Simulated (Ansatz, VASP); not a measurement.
# Ge (Germanium): VASP beside Ansatz, part 2 of 3

Aim: how closely do two programs agree when they are given the same cell, functional and k mesh? The cell is taken from a series of runs on this material, whose earlier steps may have relaxed, scaled, displaced or heated it; both programs get it as it stands.

VASP 6.6.1 and Ansatz 0.2.0.

So far: The structure; Ansatz: zone-centre phonons, PBEsol.

## (3) VASP: zone-centre phonons, PBEsol

Level of this step: PBEsol; plane waves and PAW (Ge_d) (VASP).

The same cell, functional, mesh and smearing now go to VASP, with its own data sets.

Lines of VASP's logs that name or quote its potential files are left out, and so is its time.

INCAR

```
SYSTEM = Ge
PREC = Accurate
ENCUT = 500
EDIFF = 1E-08
NELM = 120
ISMEAR = 0
SIGMA = 0.015
LREAL = .FALSE.
ALGO = Normal
GGA = PS
NBANDS = 20
LORBIT = 11
LWAVE = .FALSE.
LCHARG = .FALSE.
ISIF = 2
ISYM = 2
IBRION = 8
LASPH = .TRUE.
GGA_COMPAT = .FALSE.
EFERMI = MIDGAP
KPAR = 2
```

POSCAR

```
Ge
1.0
    0.1060460736      2.8303074208      2.8303074208
    2.8303074208      0.1060460736      2.8303074208
    2.8303074208      2.8303074208      0.1060460736
Ge
2
Direct
    0.5026147141      0.5026147141      0.5026147141
    0.7473852859      0.7473852859      0.7473852859
```

KPOINTS

```
Points of the shifted mesh
1728
Reciprocal
 0.0416666667  0.0416666667  0.0416666667 1
 0.0416666667  0.0416666667  0.1250000000 1
 0.0416666667  0.0416666667  0.2083333333 1
 0.0416666667  0.0416666667  0.2916666667 1
 0.0416666667  0.0416666667  0.3750000000 1
 0.0416666667  0.0416666667  0.4583333333 1
 0.0416666667  0.0416666667  0.5416666667 1
 0.0416666667  0.0416666667  0.6250000000 1
 0.0416666667  0.0416666667  0.7083333333 1
 0.0416666667  0.0416666667  0.7916666667 1
 0.0416666667  0.0416666667  0.8750000000 1
 0.0416666667  0.0416666667  0.9583333333 1
 0.0416666667  0.1250000000  0.0416666667 1
 0.0416666667  0.1250000000  0.1250000000 1
 0.0416666667  0.1250000000  0.2083333333 1
 0.0416666667  0.1250000000  0.2916666667 1
 0.0416666667  0.1250000000  0.3750000000 1
 0.0416666667  0.1250000000  0.4583333333 1
 0.0416666667  0.1250000000  0.5416666667 1
 0.0416666667  0.1250000000  0.6250000000 1
 0.0416666667  0.1250000000  0.7083333333 1
 0.0416666667  0.1250000000  0.7916666667 1
 0.0416666667  0.1250000000  0.8750000000 1
 0.0416666667  0.1250000000  0.9583333333 1
 0.0416666667  0.2083333333  0.0416666667 1
 0.0416666667  0.2083333333  0.1250000000 1
 0.0416666667  0.2083333333  0.2083333333 1
 0.0416666667  0.2083333333  0.2916666667 1
 0.0416666667  0.2083333333  0.3750000000 1
 0.0416666667  0.2083333333  0.4583333333 1
 0.0416666667  0.2083333333  0.5416666667 1
 0.0416666667  0.2083333333  0.6250000000 1
 0.0416666667  0.2083333333  0.7083333333 1
 0.0416666667  0.2083333333  0.7916666667 1
 0.0416666667  0.2083333333  0.8750000000 1
 0.0416666667  0.2083333333  0.9583333333 1
 0.0416666667  0.2916666667  0.0416666667 1
 0.0416666667  0.2916666667  0.1250000000 1
 0.0416666667  0.2916666667  0.2083333333 1
 0.0416666667  0.2916666667  0.2916666667 1
 0.0416666667  0.2916666667  0.3750000000 1
 0.0416666667  0.2916666667  0.4583333333 1
 0.0416666667  0.2916666667  0.5416666667 1
 0.0416666667  0.2916666667  0.6250000000 1
 0.0416666667  0.2916666667  0.7083333333 1
 0.0416666667  0.2916666667  0.7916666667 1
 0.0416666667  0.2916666667  0.8750000000 1
 0.0416666667  0.2916666667  0.9583333333 1
 0.0416666667  0.3750000000  0.0416666667 1
 0.0416666667  0.3750000000  0.1250000000 1
 0.0416666667  0.3750000000  0.2083333333 1
 0.0416666667  0.3750000000  0.2916666667 1
 0.0416666667  0.3750000000  0.3750000000 1
 0.0416666667  0.3750000000  0.4583333333 1
 0.0416666667  0.3750000000  0.5416666667 1
 0.0416666667  0.3750000000  0.6250000000 1
 0.0416666667  0.3750000000  0.7083333333 1
 0.0416666667  0.3750000000  0.7916666667 1
 0.0416666667  0.3750000000  0.8750000000 1
 0.0416666667  0.3750000000  0.9583333333 1
 0.0416666667  0.4583333333  0.0416666667 1
 0.0416666667  0.4583333333  0.1250000000 1
 0.0416666667  0.4583333333  0.2083333333 1
 0.0416666667  0.4583333333  0.2916666667 1
 0.0416666667  0.4583333333  0.3750000000 1
 0.0416666667  0.4583333333  0.4583333333 1
 0.0416666667  0.4583333333  0.5416666667 1
 0.0416666667  0.4583333333  0.6250000000 1
 0.0416666667  0.4583333333  0.7083333333 1
 0.0416666667  0.4583333333  0.7916666667 1
 0.0416666667  0.4583333333  0.8750000000 1
 0.0416666667  0.4583333333  0.9583333333 1
 0.0416666667  0.5416666667  0.0416666667 1
 0.0416666667  0.5416666667  0.1250000000 1
 0.0416666667  0.5416666667  0.2083333333 1
 0.0416666667  0.5416666667  0.2916666667 1
 0.0416666667  0.5416666667  0.3750000000 1
 0.0416666667  0.5416666667  0.4583333333 1
 0.0416666667  0.5416666667  0.5416666667 1
 0.0416666667  0.5416666667  0.6250000000 1
 0.0416666667  0.5416666667  0.7083333333 1
 0.0416666667  0.5416666667  0.7916666667 1
 0.0416666667  0.5416666667  0.8750000000 1
 0.0416666667  0.5416666667  0.9583333333 1
 0.0416666667  0.6250000000  0.0416666667 1
 0.0416666667  0.6250000000  0.1250000000 1
 0.0416666667  0.6250000000  0.2083333333 1
 0.0416666667  0.6250000000  0.2916666667 1
 0.0416666667  0.6250000000  0.3750000000 1
 0.0416666667  0.6250000000  0.4583333333 1
 0.0416666667  0.6250000000  0.5416666667 1
 0.0416666667  0.6250000000  0.6250000000 1
 0.0416666667  0.6250000000  0.7083333333 1
 0.0416666667  0.6250000000  0.7916666667 1
 0.0416666667  0.6250000000  0.8750000000 1
 0.0416666667  0.6250000000  0.9583333333 1
 0.0416666667  0.7083333333  0.0416666667 1
 0.0416666667  0.7083333333  0.1250000000 1
 0.0416666667  0.7083333333  0.2083333333 1
 0.0416666667  0.7083333333  0.2916666667 1
 0.0416666667  0.7083333333  0.3750000000 1
 0.0416666667  0.7083333333  0.4583333333 1
 0.0416666667  0.7083333333  0.5416666667 1
 0.0416666667  0.7083333333  0.6250000000 1
 0.0416666667  0.7083333333  0.7083333333 1
 0.0416666667  0.7083333333  0.7916666667 1
 0.0416666667  0.7083333333  0.8750000000 1
 0.0416666667  0.7083333333  0.9583333333 1
 0.0416666667  0.7916666667  0.0416666667 1
 0.0416666667  0.7916666667  0.1250000000 1
 0.0416666667  0.7916666667  0.2083333333 1
 0.0416666667  0.7916666667  0.2916666667 1
[... 1390 lines left out ...]
 0.8750000000  0.4583333333  0.1250000000 1
 0.8750000000  0.4583333333  0.2083333333 1
 0.8750000000  0.4583333333  0.2916666667 1
 0.8750000000  0.4583333333  0.3750000000 1
 0.8750000000  0.4583333333  0.4583333333 1
 0.8750000000  0.4583333333  0.5416666667 1
 0.8750000000  0.4583333333  0.6250000000 1
 0.8750000000  0.4583333333  0.7083333333 1
 0.8750000000  0.4583333333  0.7916666667 1
 0.8750000000  0.4583333333  0.8750000000 1
 0.8750000000  0.4583333333  0.9583333333 1
 0.8750000000  0.5416666667  0.0416666667 1
 0.8750000000  0.5416666667  0.1250000000 1
 0.8750000000  0.5416666667  0.2083333333 1
 0.8750000000  0.5416666667  0.2916666667 1
 0.8750000000  0.5416666667  0.3750000000 1
 0.8750000000  0.5416666667  0.4583333333 1
 0.8750000000  0.5416666667  0.5416666667 1
 0.8750000000  0.5416666667  0.6250000000 1
 0.8750000000  0.5416666667  0.7083333333 1
 0.8750000000  0.5416666667  0.7916666667 1
 0.8750000000  0.5416666667  0.8750000000 1
 0.8750000000  0.5416666667  0.9583333333 1
 0.8750000000  0.6250000000  0.0416666667 1
 0.8750000000  0.6250000000  0.1250000000 1
 0.8750000000  0.6250000000  0.2083333333 1
 0.8750000000  0.6250000000  0.2916666667 1
 0.8750000000  0.6250000000  0.3750000000 1
 0.8750000000  0.6250000000  0.4583333333 1
 0.8750000000  0.6250000000  0.5416666667 1
 0.8750000000  0.6250000000  0.6250000000 1
 0.8750000000  0.6250000000  0.7083333333 1
 0.8750000000  0.6250000000  0.7916666667 1
 0.8750000000  0.6250000000  0.8750000000 1
 0.8750000000  0.6250000000  0.9583333333 1
 0.8750000000  0.7083333333  0.0416666667 1
 0.8750000000  0.7083333333  0.1250000000 1
 0.8750000000  0.7083333333  0.2083333333 1
 0.8750000000  0.7083333333  0.2916666667 1
 0.8750000000  0.7083333333  0.3750000000 1
 0.8750000000  0.7083333333  0.4583333333 1
 0.8750000000  0.7083333333  0.5416666667 1
 0.8750000000  0.7083333333  0.6250000000 1
 0.8750000000  0.7083333333  0.7083333333 1
 0.8750000000  0.7083333333  0.7916666667 1
 0.8750000000  0.7083333333  0.8750000000 1
 0.8750000000  0.7083333333  0.9583333333 1
 0.8750000000  0.7916666667  0.0416666667 1
 0.8750000000  0.7916666667  0.1250000000 1
 0.8750000000  0.7916666667  0.2083333333 1
 0.8750000000  0.7916666667  0.2916666667 1
 0.8750000000  0.7916666667  0.3750000000 1
 0.8750000000  0.7916666667  0.4583333333 1
 0.8750000000  0.7916666667  0.5416666667 1
 0.8750000000  0.7916666667  0.6250000000 1
 0.8750000000  0.7916666667  0.7083333333 1
 0.8750000000  0.7916666667  0.7916666667 1
 0.8750000000  0.7916666667  0.8750000000 1
 0.8750000000  0.7916666667  0.9583333333 1
 0.8750000000  0.8750000000  0.0416666667 1
 0.8750000000  0.8750000000  0.1250000000 1
 0.8750000000  0.8750000000  0.2083333333 1
 0.8750000000  0.8750000000  0.2916666667 1
 0.8750000000  0.8750000000  0.3750000000 1
 0.8750000000  0.8750000000  0.4583333333 1
 0.8750000000  0.8750000000  0.5416666667 1
 0.8750000000  0.8750000000  0.6250000000 1
 0.8750000000  0.8750000000  0.7083333333 1
 0.8750000000  0.8750000000  0.7916666667 1
 0.8750000000  0.8750000000  0.8750000000 1
 0.8750000000  0.8750000000  0.9583333333 1
 0.8750000000  0.9583333333  0.0416666667 1
 0.8750000000  0.9583333333  0.1250000000 1
 0.8750000000  0.9583333333  0.2083333333 1
 0.8750000000  0.9583333333  0.2916666667 1
 0.8750000000  0.9583333333  0.3750000000 1
 0.8750000000  0.9583333333  0.4583333333 1
 0.8750000000  0.9583333333  0.5416666667 1
 0.8750000000  0.9583333333  0.6250000000 1
 0.8750000000  0.9583333333  0.7083333333 1
 0.8750000000  0.9583333333  0.7916666667 1
 0.8750000000  0.9583333333  0.8750000000 1
 0.8750000000  0.9583333333  0.9583333333 1
 0.9583333333  0.0416666667  0.0416666667 1
 0.9583333333  0.0416666667  0.1250000000 1
 0.9583333333  0.0416666667  0.2083333333 1
 0.9583333333  0.0416666667  0.2916666667 1
 0.9583333333  0.0416666667  0.3750000000 1
 0.9583333333  0.0416666667  0.4583333333 1
 0.9583333333  0.0416666667  0.5416666667 1
 0.9583333333  0.0416666667  0.6250000000 1
 0.9583333333  0.0416666667  0.7083333333 1
 0.9583333333  0.0416666667  0.7916666667 1
 0.9583333333  0.0416666667  0.8750000000 1
 0.9583333333  0.0416666667  0.9583333333 1
 0.9583333333  0.1250000000  0.0416666667 1
 0.9583333333  0.1250000000  0.1250000000 1
 0.9583333333  0.1250000000  0.2083333333 1
 0.9583333333  0.1250000000  0.2916666667 1
 0.9583333333  0.1250000000  0.3750000000 1
 0.9583333333  0.1250000000  0.4583333333 1
 0.9583333333  0.1250000000  0.5416666667 1
 0.9583333333  0.1250000000  0.6250000000 1
 0.9583333333  0.1250000000  0.7083333333 1
 0.9583333333  0.1250000000  0.7916666667 1
 0.9583333333  0.1250000000  0.8750000000 1
 0.9583333333  0.1250000000  0.9583333333 1
 0.9583333333  0.2083333333  0.0416666667 1
 0.9583333333  0.2083333333  0.1250000000 1
 0.9583333333  0.2083333333  0.2083333333 1
 0.9583333333  0.2083333333  0.2916666667 1
 0.9583333333  0.2083333333  0.3750000000 1
 0.9583333333  0.2083333333  0.4583333333 1
 0.9583333333  0.2083333333  0.5416666667 1
 0.9583333333  0.2083333333  0.6250000000 1
 0.9583333333  0.2083333333  0.7083333333 1
 0.9583333333  0.2083333333  0.7916666667 1
 0.9583333333  0.2083333333  0.8750000000 1
 0.9583333333  0.2083333333  0.9583333333 1
 0.9583333333  0.2916666667  0.0416666667 1
 0.9583333333  0.2916666667  0.1250000000 1
 0.9583333333  0.2916666667  0.2083333333 1
 0.9583333333  0.2916666667  0.2916666667 1
 0.9583333333  0.2916666667  0.3750000000 1
 0.9583333333  0.2916666667  0.4583333333 1
 0.9583333333  0.2916666667  0.5416666667 1
 0.9583333333  0.2916666667  0.6250000000 1
 0.9583333333  0.2916666667  0.7083333333 1
 0.9583333333  0.2916666667  0.7916666667 1
 0.9583333333  0.2916666667  0.8750000000 1
 0.9583333333  0.2916666667  0.9583333333 1
 0.9583333333  0.3750000000  0.0416666667 1
 0.9583333333  0.3750000000  0.1250000000 1
 0.9583333333  0.3750000000  0.2083333333 1
 0.9583333333  0.3750000000  0.2916666667 1
 0.9583333333  0.3750000000  0.3750000000 1
 0.9583333333  0.3750000000  0.4583333333 1
 0.9583333333  0.3750000000  0.5416666667 1
 0.9583333333  0.3750000000  0.6250000000 1
 0.9583333333  0.3750000000  0.7083333333 1
 0.9583333333  0.3750000000  0.7916666667 1
 0.9583333333  0.3750000000  0.8750000000 1
 0.9583333333  0.3750000000  0.9583333333 1
 0.9583333333  0.4583333333  0.0416666667 1
 0.9583333333  0.4583333333  0.1250000000 1
 0.9583333333  0.4583333333  0.2083333333 1
 0.9583333333  0.4583333333  0.2916666667 1
 0.9583333333  0.4583333333  0.3750000000 1
 0.9583333333  0.4583333333  0.4583333333 1
 0.9583333333  0.4583333333  0.5416666667 1
 0.9583333333  0.4583333333  0.6250000000 1
 0.9583333333  0.4583333333  0.7083333333 1
 0.9583333333  0.4583333333  0.7916666667 1
 0.9583333333  0.4583333333  0.8750000000 1
 0.9583333333  0.4583333333  0.9583333333 1
 0.9583333333  0.5416666667  0.0416666667 1
 0.9583333333  0.5416666667  0.1250000000 1
 0.9583333333  0.5416666667  0.2083333333 1
 0.9583333333  0.5416666667  0.2916666667 1
 0.9583333333  0.5416666667  0.3750000000 1
 0.9583333333  0.5416666667  0.4583333333 1
 0.9583333333  0.5416666667  0.5416666667 1
 0.9583333333  0.5416666667  0.6250000000 1
 0.9583333333  0.5416666667  0.7083333333 1
 0.9583333333  0.5416666667  0.7916666667 1
 0.9583333333  0.5416666667  0.8750000000 1
 0.9583333333  0.5416666667  0.9583333333 1
 0.9583333333  0.6250000000  0.0416666667 1
 0.9583333333  0.6250000000  0.1250000000 1
 0.9583333333  0.6250000000  0.2083333333 1
 0.9583333333  0.6250000000  0.2916666667 1
 0.9583333333  0.6250000000  0.3750000000 1
 0.9583333333  0.6250000000  0.4583333333 1
 0.9583333333  0.6250000000  0.5416666667 1
 0.9583333333  0.6250000000  0.6250000000 1
 0.9583333333  0.6250000000  0.7083333333 1
 0.9583333333  0.6250000000  0.7916666667 1
 0.9583333333  0.6250000000  0.8750000000 1
 0.9583333333  0.6250000000  0.9583333333 1
 0.9583333333  0.7083333333  0.0416666667 1
 0.9583333333  0.7083333333  0.1250000000 1
 0.9583333333  0.7083333333  0.2083333333 1
 0.9583333333  0.7083333333  0.2916666667 1
 0.9583333333  0.7083333333  0.3750000000 1
 0.9583333333  0.7083333333  0.4583333333 1
 0.9583333333  0.7083333333  0.5416666667 1
 0.9583333333  0.7083333333  0.6250000000 1
 0.9583333333  0.7083333333  0.7083333333 1
 0.9583333333  0.7083333333  0.7916666667 1
 0.9583333333  0.7083333333  0.8750000000 1
 0.9583333333  0.7083333333  0.9583333333 1
 0.9583333333  0.7916666667  0.0416666667 1
 0.9583333333  0.7916666667  0.1250000000 1
 0.9583333333  0.7916666667  0.2083333333 1
 0.9583333333  0.7916666667  0.2916666667 1
 0.9583333333  0.7916666667  0.3750000000 1
 0.9583333333  0.7916666667  0.4583333333 1
 0.9583333333  0.7916666667  0.5416666667 1
 0.9583333333  0.7916666667  0.6250000000 1
 0.9583333333  0.7916666667  0.7083333333 1
 0.9583333333  0.7916666667  0.7916666667 1
 0.9583333333  0.7916666667  0.8750000000 1
 0.9583333333  0.7916666667  0.9583333333 1
 0.9583333333  0.8750000000  0.0416666667 1
 0.9583333333  0.8750000000  0.1250000000 1
 0.9583333333  0.8750000000  0.2083333333 1
 0.9583333333  0.8750000000  0.2916666667 1
 0.9583333333  0.8750000000  0.3750000000 1
 0.9583333333  0.8750000000  0.4583333333 1
 0.9583333333  0.8750000000  0.5416666667 1
 0.9583333333  0.8750000000  0.6250000000 1
 0.9583333333  0.8750000000  0.7083333333 1
 0.9583333333  0.8750000000  0.7916666667 1
 0.9583333333  0.8750000000  0.8750000000 1
 0.9583333333  0.8750000000  0.9583333333 1
 0.9583333333  0.9583333333  0.0416666667 1
 0.9583333333  0.9583333333  0.1250000000 1
 0.9583333333  0.9583333333  0.2083333333 1
 0.9583333333  0.9583333333  0.2916666667 1
 0.9583333333  0.9583333333  0.3750000000 1
 0.9583333333  0.9583333333  0.4583333333 1
 0.9583333333  0.9583333333  0.5416666667 1
 0.9583333333  0.9583333333  0.6250000000 1
 0.9583333333  0.9583333333  0.7083333333 1
 0.9583333333  0.9583333333  0.7916666667 1
 0.9583333333  0.9583333333  0.8750000000 1
 0.9583333333  0.9583333333  0.9583333333 1
```

Potentials, in the order of the species: Ge_d (PBE family, release 64).

Command:

```sh
$ mpirun -np 2 vasp_std
```

The log of the run:

```text
[banner, memory and clock lines left out]
running    2 mpi-ranks, on    1 nodes
 distrk:  each k-point on    1 cores,    2 groups
 distr:  one band on    1 cores,    1 groups

 POSCAR found type information on POSCAR Ge
 POSCAR found :  1 types and       2 ions
|                                                                             |
|               ----> ADVICE to this user running VASP <----                  |
|                                                                             |
|     You enforced a specific xc type in the INCAR file but a different       |
|     [... a line on the potential file left out ...]
|     I HOPE YOU KNOW WHAT YOU ARE DOING!                                     |
|                                                                             |

 LDA part: xc-table for (Slater+PW92), standard interpolation
 POSCAR, INCAR and KPOINTS ok, starting setup
 FFT: planning ... GRIDC
 FFT: planning ... GRID_SOFT
 FFT: planning ... GRID
 WAVECAR not read
 entering main loop
       N       E                     dE             d eps       ncg     rms          rms(c)
DAV:   1     0.181074850605E+03    0.18107E+03   -0.14562E+04 74852   0.381E+03
DAV:   2     0.150964276919E+02   -0.16598E+03   -0.16141E+03 69276   0.585E+02
DAV:   3    -0.920528566816E+01   -0.24302E+02   -0.24119E+02 77632   0.143E+02
DAV:   4    -0.996276462807E+01   -0.75748E+00   -0.75694E+00 78496   0.298E+01
DAV:   5    -0.997491993205E+01   -0.12155E-01   -0.12155E-01 77364   0.410E+00    0.352E+00
DAV:   6    -0.984869384339E+01    0.12623E+00   -0.44154E-02 80956   0.238E+00    0.200E+00
DAV:   7    -0.979062657757E+01    0.58067E-01   -0.84789E-02 73772   0.266E+00    0.170E-01
DAV:   8    -0.979160539892E+01   -0.97882E-03   -0.79021E-03 78852   0.112E+00    0.630E-02
DAV:   9    -0.979172186654E+01   -0.11647E-03   -0.25998E-04 78820   0.204E-01    0.260E-02
DAV:  10    -0.979173932635E+01   -0.17460E-04   -0.25351E-05 89976   0.493E-02    0.595E-03
DAV:  11    -0.979174060078E+01   -0.12744E-05   -0.35465E-06 78140   0.184E-02    0.158E-03
DAV:  12    -0.979174068376E+01   -0.82976E-07   -0.48747E-07 80684   0.100E-02    0.585E-04
DAV:  13    -0.979174066550E+01    0.18264E-07   -0.20177E-08 62352   0.128E-03    0.291E-04
DAV:  14    -0.979174066080E+01    0.46957E-08   -0.92936E-09 45408   0.154E-03
   1 F= -.97917407E+01 E0= -.97917407E+01  d E =-.366318E-15
 Linear response reoptimize wavefunctions to high precision
DAV:   1    -0.979174065466E+01    0.61409E-08   -0.31511E-09 63864   0.648E-04
DAV:   2    -0.979174065467E+01   -0.90949E-11   -0.13942E-10 39232   0.132E-04
 Linear response DOF=           1
 Linear response progress:
  Degree of freedom:   1/  1
       N       E                     dE             d eps       ncg     rms          rms(c)
RMM:   1    -0.186255734253E+00   -0.18626E+00    0.87066E+00 82833   0.457E+01
RMM:   2    -0.193595636444E+00   -0.73399E-02   -0.14454E-02111308   0.118E+00    0.796E-02
RMM:   3    -0.193676631818E+00   -0.80995E-04   -0.10759E-03119883   0.332E-01    0.461E-02
RMM:   4    -0.193616465003E+00    0.60167E-04   -0.66362E-05126654   0.810E-02    0.493E-03
RMM:   5    -0.193619282742E+00   -0.28177E-05   -0.38982E-06120314   0.175E-02    0.260E-03
RMM:   6    -0.193624816202E+00   -0.55335E-05   -0.29503E-07125019   0.504E-03    0.504E-04
RMM:   7    -0.193624338662E+00    0.47754E-06   -0.29836E-08126709   0.132E-03    0.192E-04
RMM:   8    -0.193623226776E+00    0.11119E-05   -0.82737E-09127837   0.485E-04    0.382E-05
RMM:   9    -0.193623048904E+00    0.17787E-06   -0.19727E-08114396   0.212E-04    0.156E-05
RMM:  10    -0.193623105115E+00   -0.56212E-07   -0.65254E-09125924   0.989E-05    0.631E-06
RMM:  11    -0.193623140213E+00   -0.35097E-07   -0.12108E-08131042   0.481E-05    0.339E-06
RMM:  12    -0.193623178535E+00   -0.38323E-07   -0.36057E-09133059   0.300E-05    0.510E-07
RMM:  13    -0.193623175052E+00    0.34833E-08   -0.12998E-09147351   0.227E-05    0.436E-07
 first order change of Fermi-energy   0.77036E+00
 force on displaced ion       1 direction 1 : -12.672   0.275   0.275
 Linear response finished
```

(Continued in part 3 of 3.)

[Lines on the potential files, build, host, timing and source positions are cut from VASP's logs without a mark.]

[Logs are printed without paths, hosts, clocks, repeated set-up lines and the standing remarks that a program may print on its own settings, such as how far it seeks lower states.]

[Hosts, paths, dates, database ids (printed as entryN), source tags and the programs' standing remarks are cut or masked in the printed files.]
